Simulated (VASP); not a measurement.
# What spin-orbit coupling changes in LaAlGe, part 2 of 4

Aim: run bands, DOS and a relaxation of LaAlGe twice, without and with spin-orbit coupling. All runs use LDA. Left out of this account: at least 1 further run (fields: a reference on another mesh). The start is a cell from a database of measured crystal structures.

VASP 6.6.1, plane waves and PAW; the level of theory is named at each step.

Still holding for the runs below: The k-mesh is coarse for a metal.

So far. Step 2 (Bands along the symmetry lines (LDA)): There is no gap at this level.

### Step 3. Band structure (LDA + SOC)

This step: LDA, spin-orbit coupling; plane waves and PAW (La, Al, Ge_d) (VASP 6.6.1).

The mesh alone shows little of the dispersion and can miss band extrema, so KPOINTS_OPT adds a path through the symmetry points after the self-consistent cycle. Spin-orbit coupling needs spinors and the noncollinear program, where each band holds one electron.

The input, INCAR:

```
SYSTEM = LaAlGe
PREC = Accurate
ENCUT = 410
EDIFF = 1E-06
NELM = 100
ISMEAR = -1
SIGMA = 0.05
LREAL = .FALSE.
ALGO = Normal
GGA = CA
LNONCOLLINEAR = .TRUE.
MAGMOM = 0 0 0 0 0 0 0 0 0 0 0 0 0 0 0 0 0 0
NBANDS = 68
GGA_COMPAT = .FALSE.
LASPH = .TRUE.
LSORBIT = .TRUE.
LMAXMIX = 6
LORBIT = 11
LWAVE = .FALSE.
LCHARG = .FALSE.
KPAR = 4
```

The input, POSCAR:

```
LaAlGe
1.0
    0.0000000000     -4.3360000000      0.0000000000
   -4.3360000000      0.0000000000      0.0000000000
    2.1680000000     -2.1680000000     -7.4140000000
La Al Ge
2 2 2
Direct
    0.0000000000      0.0000000000      0.0000000000
    0.7500000000      0.7500000000      0.5000000000
    0.5823000000      0.4177000000      0.8354000000
    0.3323000000      0.1677000000      0.3354000000
    0.4160000000      0.5840000000      0.1680000000
    0.1660000000      0.3340000000      0.6680000000
```

The input, KPOINTS:

```
Automatic mesh
0
Gamma
6 6 6
0 0 0
```

The input, KPOINTS_OPT:

```
Line mode
16
Line-mode
Reciprocal
  0.00000000   0.00000000   0.00000000 GAMMA
  0.50000000  -0.50000000   0.50000000 X

  0.50000000  -0.50000000   0.50000000 X
  0.54275465  -0.45724535   0.50000000 Y

  0.54275465  -0.45724535   0.50000000 Y
  0.54275465   0.00000000   0.27137733 S

  0.54275465   0.00000000   0.27137733 S
  0.00000000   0.00000000   0.00000000 GAMMA

  0.00000000   0.00000000   0.00000000 GAMMA
  0.00000000   0.00000000  -0.50000000 Z

  0.00000000   0.00000000  -0.50000000 Z
  0.45724535   0.00000000  -0.27137733 S1

  0.45724535   0.00000000  -0.27137733 S1
  0.50000000   0.00000000   0.00000000 N

  0.50000000   0.00000000   0.00000000 N
  0.50000000  -0.50000000   0.25000000 P

  0.50000000  -0.50000000   0.25000000 P
  0.45724535  -0.45724535  -0.04275465 Y1

  0.45724535  -0.45724535  -0.04275465 Y1
  0.00000000   0.00000000  -0.50000000 Z

  0.50000000  -0.50000000   0.50000000 X
  0.50000000  -0.50000000   0.25000000 P
```

Potentials, in the order of the species: La, Al and Ge_d (LDA family, release 64).

On the command line:

```bash
> mpirun -np 4 vasp_ncl
```

Output:

```text
[... set-up lines as in an earlier step ...]
 entering main loop
       N       E                     dE             d eps       ncg     rms          rms(c)
DAV:   1     0.656857174173E+03    0.65686E+03   -0.18795E+04  6704   0.263E+03
DAV:   2     0.185614292687E+03   -0.47124E+03   -0.43712E+03  7888   0.651E+02
DAV:   3    -0.633356529695E+01   -0.19195E+03   -0.18783E+03 10104   0.302E+02
DAV:   4    -0.324899183836E+02   -0.26156E+02   -0.25380E+02 10876   0.128E+02
DAV:   5    -0.347694222810E+02   -0.22795E+01   -0.22294E+01 12024   0.412E+01    0.608E+00
DAV:   6    -0.349530564622E+02   -0.18363E+00   -0.39677E+00 13016   0.151E+01    0.314E+00
DAV:   7    -0.349633261052E+02   -0.10270E-01   -0.94142E-01 11832   0.772E+00    0.719E-01
DAV:   8    -0.349815587833E+02   -0.18233E-01   -0.24584E-01 12992   0.338E+00    0.362E-01
DAV:   9    -0.349876851950E+02   -0.61264E-02   -0.69866E-02 12976   0.180E+00    0.253E-01
DAV:  10    -0.349896434821E+02   -0.19583E-02   -0.20766E-02 13048   0.875E-01    0.123E-01
DAV:  11    -0.349901812985E+02   -0.53782E-03   -0.61422E-03 12128   0.509E-01    0.184E-02
DAV:  12    -0.349903706798E+02   -0.18938E-03   -0.18886E-03 12992   0.232E-01    0.213E-02
DAV:  13    -0.349904244511E+02   -0.53771E-04   -0.55897E-04 12040   0.128E-01    0.145E-02
DAV:  14    -0.349904404515E+02   -0.16000E-04   -0.17883E-04 10184   0.792E-02    0.115E-02
DAV:  15    -0.349904449774E+02   -0.45259E-05   -0.50452E-05  8384   0.412E-02    0.292E-03
DAV:  16    -0.349904465627E+02   -0.15853E-05   -0.15707E-05  6176   0.212E-02    0.427E-03
DAV:  17    -0.349904469766E+02   -0.41386E-06   -0.49635E-06  6232   0.173E-02
   1 F= -.34990447E+02 E0= -.34983826E+02  d E =-.132428E-01  mag=    -0.0000    -0.0000    -0.0000
 Start KPOINTS_OPT (optional k-point list driver)
k-point batch [1-48\176]
       N       E                     dE             ncg
DAV:   1     0.108172880986E+05   -0.48862E+05     6724
DAV:   2    -0.120930587554E+05   -0.22910E+05     7816
DAV:   3    -0.212152353367E+05   -0.91222E+04    10088
DAV:   4    -0.224906844924E+05   -0.12754E+04    10816
DAV:   5    -0.225947466730E+05   -0.10406E+03    11768
DAV:   6    -0.226127176509E+05   -0.17971E+02    13032
DAV:   7    -0.226168267067E+05   -0.41091E+01    12848
DAV:   8    -0.226179880488E+05   -0.11613E+01    13016
DAV:   9    -0.226183304356E+05   -0.34239E+00    12864
DAV:  10    -0.226184347384E+05   -0.10430E+00    13024
DAV:  11    -0.226184661428E+05   -0.31404E-01    12984
DAV:  12    -0.226184756153E+05   -0.94724E-02    12952
DAV:  13    -0.226184784734E+05   -0.28582E-02    11040
DAV:  14    -0.226184793360E+05   -0.86251E-03     7528
DAV:  15    -0.226184795994E+05   -0.26340E-03     6224
DAV:  16    -0.226184796803E+05   -0.80898E-04     6144
DAV:  17    -0.226184797057E+05   -0.25459E-04     6104
DAV:  18    -0.226184797139E+05   -0.81776E-05     6072
DAV:  19    -0.226184797164E+05   -0.25233E-05     5720
DAV:  20    -0.226184797170E+05   -0.58280E-06     4968
[...]
k-point batch [145-176\176]
       N       E                     dE             ncg
DAV:   1     0.326750668365E+05   -0.32882E+05     4484
DAV:   2     0.174168699729E+05   -0.15258E+05     5208
DAV:   3     0.113720214291E+05   -0.60448E+04     6776
DAV:   4     0.105090522091E+05   -0.86297E+03     7164
DAV:   5     0.104424873339E+05   -0.66565E+02     7780
DAV:   6     0.104305221509E+05   -0.11965E+02     8608
DAV:   7     0.104278599108E+05   -0.26622E+01     8448
DAV:   8     0.104271408814E+05   -0.71903E+00     8584
DAV:   9     0.104269328783E+05   -0.20800E+00     8464
DAV:  10     0.104268691420E+05   -0.63736E-01     8616
DAV:  11     0.104268498162E+05   -0.19326E-01     8600
DAV:  12     0.104268439615E+05   -0.58547E-02     8544
DAV:  13     0.104268421851E+05   -0.17764E-02     6888
DAV:  14     0.104268416426E+05   -0.54250E-03     4960
DAV:  15     0.104268414749E+05   -0.16769E-03     4168
DAV:  16     0.104268414228E+05   -0.52095E-04     4096
DAV:  17     0.104268414065E+05   -0.16331E-04     4096
DAV:  18     0.104268414013E+05   -0.52226E-05     4096
DAV:  19     0.104268413998E+05   -0.14344E-05     3776
DAV:  20     0.104268413994E+05   -0.39501E-06     3376
```

Wall time 21 min (4 MPI ranks of Intel Xeon 6975P-C (Granite Rapids), shared host); peak memory 3.9 GiB; 82 min of CPU time.

Parts of OUTCAR (step 3):

```text
 Found     48 irreducible k-points:

   k-points           NKPTS =     48   k-points in BZ     NKDIM =     48   number of bands    NBANDS=     68

   NELECT =      56.0000    total number of electrons

 E-fermi :   7.5961

 k-point     1 :       0.0000    0.0000    0.0000
  band No.  band energies     occupation
    ...
     52       6.1884      1.00000
     53       6.2681      1.00000
     54       6.2681      1.00000
     55       7.1156      0.99993
     56       7.1156      0.99993
     57       7.8126      0.01301
     58       7.8126      0.01301
     59       7.9295      0.00127
     60       7.9295      0.00127
     61       8.6518      0.00000
    ...

 k-point     2 :       0.1667    0.0000   -0.0000
  band No.  band energies     occupation
    ...
     52       6.2177      1.00000
     53       6.6256      1.00000
     54       6.6329      1.00000
     55       7.2324      0.99931
     56       7.2497      0.99902
     57       7.9167      0.00164
     58       7.9168      0.00164
     59       8.4112      0.00000
     60       8.4387      0.00000
     61       8.5709      0.00000
    ...

  Total       -2.7222216     -2.7222216     -3.4723852      0.0000000      0.0000000      0.0000000
  in kB      -31.2898100    -31.2898100    -39.9123542      0.0000000      0.0000000      0.0000000
  external PRESSURE =     -34.1639914 kB  Pullay stress =       0.0000000 kB

 POSITION                                       TOTAL-FORCE (eV/Angst)
 -----------------------------------------------------------------------------------
      0.00000      0.00000      0.00000        -0.000000      0.000000     -0.065387
     -2.16800     -4.33600     -3.70700        -0.000000      0.000000     -0.065387
     -0.00000     -4.33600     -6.19366         0.000000     -0.000000      0.068551
     -0.00000     -2.16800     -2.48666         0.000000     -0.000000      0.068551
     -2.16800     -2.16800     -1.24555         0.000000     -0.000000     -0.003164
     -0.00000     -2.16800     -4.95255         0.000000     -0.000000     -0.003164
 -----------------------------------------------------------------------------------
    total drift:                               -0.000029      0.000028      0.002302

  FREE ENERGIE OF THE ION-ELECTRON SYSTEM (eV)
  ---------------------------------------------------
  free  energy   TOTEN  =       -34.9904469766 eV

  energy  without entropy=      -34.9772042016  energy(sigma->0) =      -34.98382559

 Spin-Orbit-Coupling matrix elements
 Ion:    1  E_soc:     -0.6137496
 Ion:    2  E_soc:     -0.6137496
 Ion:    3  E_soc:     -0.0002877
 Ion:    4  E_soc:     -0.0002877
 Ion:    5  E_soc:     -0.0207372
 Ion:    6  E_soc:     -0.0207372

 total charge
# of ion       s       p       d       f       tot
--------------------------------------------------
    1        2.026   5.626   0.802   0.108   8.563
    2        2.026   5.626   0.802   0.108   8.563
    3        0.424   0.403   0.000   0.000   0.827
    4        0.424   0.403   0.000   0.000   0.827
    5        1.119   1.348  10.001   0.000  12.468
    6        1.119   1.348  10.001   0.000  12.468
--------------------------------------------------
tot          7.137  14.753  21.607   0.217  43.714

 magnetization (x)
# of ion       s       p       d       f       tot
--------------------------------------------------
    1        0.000   0.000   0.000   0.000   0.000
    2        0.000   0.000   0.000   0.000   0.000
    3        0.000   0.000   0.000   0.000   0.000
    4        0.000   0.000   0.000   0.000   0.000
    5        0.000   0.000   0.000   0.000   0.000
    6        0.000   0.000   0.000   0.000   0.000
--------------------------------------------------
tot          0.000   0.000   0.000   0.000   0.000

 magnetization (y)
# of ion       s       p       d       f       tot
--------------------------------------------------
    1        0.000   0.000   0.000   0.000   0.000
    2        0.000   0.000   0.000   0.000   0.000
    3        0.000   0.000   0.000   0.000   0.000
    4        0.000   0.000   0.000   0.000   0.000
    5        0.000   0.000   0.000   0.000   0.000
    6        0.000   0.000   0.000   0.000   0.000
--------------------------------------------------
tot          0.000   0.000   0.000   0.000   0.000

 magnetization (z)
# of ion       s       p       d       f       tot
--------------------------------------------------
    1        0.000   0.000   0.000   0.000   0.000
    2        0.000   0.000   0.000   0.000   0.000
    3        0.000   0.000   0.000   0.000   0.000
    4        0.000   0.000   0.000   0.000   0.000
    5        0.000   0.000   0.000   0.000   0.000
    6        0.000   0.000   0.000   0.000   0.000
--------------------------------------------------
tot          0.000   0.000   0.000   0.000   0.000

[... 7 parts as in an earlier step ...]

[... 6 further parts left out ...]
```

This step gave:

```
SCF cycles              : 17
bands                   : 68
irreducible k-points    : 48
free energy (TOTEN)     : -34.99 eV
energy at zero smearing : -34.98 eV
Fermi energy            : 7.596 eV
pressure                : -3.416 GPa
```

On-site spin-orbit energy by atom:

| atom | on-site spin-orbit energy (eV) |
| --- | --- |
| La1 | -0.614 |
| La2 | -0.614 |
| Al3 | 0.000 |
| Al4 | 0.000 |
| Ge5 | -0.021 |
| Ge6 | -0.021 |

Electronic bands along the path, in eV, zero at the Fermi level; # counts the bands kept in this run, so #1 is VASP's band 39:

| point | #15 | #16 | #17 | #18 | #19 | #20 | #21 | #22 |
| --- | --- | --- | --- | --- | --- | --- | --- | --- |
| Γ | -1.33 | -1.33 | -0.48 | -0.48 | 0.22 | 0.22 | 0.33 | 0.33 |
| 0.53 of the way | -0.75 | -0.73 | -0.29 | -0.25 | 0.31 | 0.31 | 0.60 | 0.62 |
| X | -1.11 | -1.11 | -1.05 | -1.05 | 1.01 | 1.01 | 1.03 | 1.03 |
| 0.47 of the way | -1.11 | -1.11 | -1.05 | -1.05 | 1.01 | 1.01 | 1.02 | 1.02 |
| Y | -1.11 | -1.11 | -1.05 | -1.05 | 0.98 | 0.98 | 1.00 | 1.00 |
| 0.53 of the way | -1.31 | -1.27 | -0.94 | -0.91 | 0.70 | 0.71 | 1.14 | 1.14 |
| S | -1.32 | -1.32 | -0.10 | -0.08 | 0.10 | 0.14 | 0.65 | 0.66 |
| 0.47 of the way | -0.72 | -0.69 | -0.31 | -0.30 | -0.08 | -0.06 | 0.87 | 0.87 |
| Γ | -1.33 | -1.33 | -0.48 | -0.48 | 0.22 | 0.22 | 0.33 | 0.33 |
| 0.47 of the way | -1.37 | -1.37 | -0.95 | -0.95 | 0.71 | 0.71 | 0.79 | 0.79 |
| Z | -1.37 | -1.37 | -1.37 | -1.37 | 1.04 | 1.04 | 1.04 | 1.04 |
| 0.47 of the way | -1.19 | -1.14 | 0.07 | 0.11 | 0.15 | 0.15 | 0.21 | 0.21 |
| S1 | -1.32 | -1.32 | -0.10 | -0.08 | 0.10 | 0.14 | 0.65 | 0.66 |
| 0.47 of the way | -1.26 | -1.26 | -0.06 | -0.01 | 0.05 | 0.06 | 0.48 | 0.49 |
| N | -0.92 | -0.92 | -0.35 | -0.35 | 0.19 | 0.19 | 0.41 | 0.41 |
| 0.47 of the way | -1.07 | -1.04 | -0.93 | -0.89 | 0.35 | 0.37 | 1.24 | 1.25 |
| P | -1.12 | -1.12 | -1.08 | -1.00 | 0.94 | 0.96 | 1.02 | 1.02 |
| 0.47 of the way | -1.12 | -1.09 | -1.08 | -1.01 | 0.96 | 0.97 | 1.02 | 1.02 |
| Y1 | -1.11 | -1.11 | -1.05 | -1.05 | 0.98 | 0.98 | 1.00 | 1.00 |
| 0.47 of the way | -1.00 | -1.00 | -0.95 | -0.95 | 1.26 | 1.26 | 1.28 | 1.28 |
| Z | -1.37 | -1.37 | -1.37 | -1.37 | 1.04 | 1.04 | 1.04 | 1.04 |
| jump to X | -1.11 | -1.11 | -1.05 | -1.05 | 1.01 | 1.01 | 1.03 | 1.03 |
| 0.47 of the way | -1.12 | -1.09 | -1.09 | -1.02 | 0.97 | 0.99 | 1.02 | 1.03 |
| P | -1.12 | -1.12 | -1.08 | -1.00 | 0.94 | 0.96 | 1.02 | 1.02 |

Of the projections kept (La, Al, Ge), the largest for each band there, as a share of the weight inside these atoms' spheres; weight between the spheres isn't counted:

| point | #15 | #16 | #17 | #18 | #19 | #20 | #21 | #22 |
| --- | --- | --- | --- | --- | --- | --- | --- | --- |
| Γ | Ge 0.50 | Ge 0.50 | La 0.92 | La 0.92 | La 0.55 | La 0.55 | La 0.56 | La 0.56 |
| X | La 0.53 | La 0.53 | La 0.55 | La 0.55 | La 0.74 | La 0.74 | La 0.74 | La 0.74 |
| Y | La 0.54 | La 0.54 | La 0.55 | La 0.55 | La 0.74 | La 0.74 | La 0.74 | La 0.74 |
| S | Ge 0.55 | Ge 0.55 | La 0.65 | La 0.65 | La 0.61 | La 0.61 | La 0.77 | La 0.77 |
| Γ | Ge 0.50 | Ge 0.50 | La 0.92 | La 0.92 | La 0.55 | La 0.55 | La 0.56 | La 0.56 |
| Z | La 0.65 | La 0.65 | La 0.65 | La 0.65 | La 0.83 | La 0.83 | La 0.83 | La 0.83 |

Force by atom:

| atom | x (eV/Å) | y (eV/Å) | z (eV/Å) | size |
| --- | --- | --- | --- | --- |
| La1 | 0.0000 | 0.0000 | -0.0654 | 0.0654 |
| La2 | 0.0000 | 0.0000 | -0.0654 | 0.0654 |
| Al3 | 0.0000 | 0.0000 | 0.0686 | 0.0686 |
| Al4 | 0.0000 | 0.0000 | 0.0686 | 0.0686 |
| Ge5 | 0.0000 | 0.0000 | -0.0032 | 0.0032 |
| Ge6 | 0.0000 | 0.0000 | -0.0032 | 0.0032 |

There is no gap at this level. Without the coupling there was no gap either. The run took 6.8 times the core time, with 68 spinor bands against 44.

Of the bands kept, 4 cross the Fermi level on this path (spinor bands, one electron each).

(Continued in part 3 of 4.)

[Lines on the potential files, build, host, timing and source positions are cut from VASP's logs without a mark.]

[Logs are printed without paths, hosts, clocks, repeated set-up lines and the standing remarks that a program may print on its own settings, such as how far it seeks lower states.]

[Hosts, paths, dates, database ids (printed as entryN), source tags and the programs' standing remarks are cut or masked in the printed files.]

[A measured line is paired with the nearest computed mode of its activity, which favours agreement.]

[In band tables of VASP the shares of atoms and orbitals are scaled to a sum of 1 inside the atoms' spheres.]
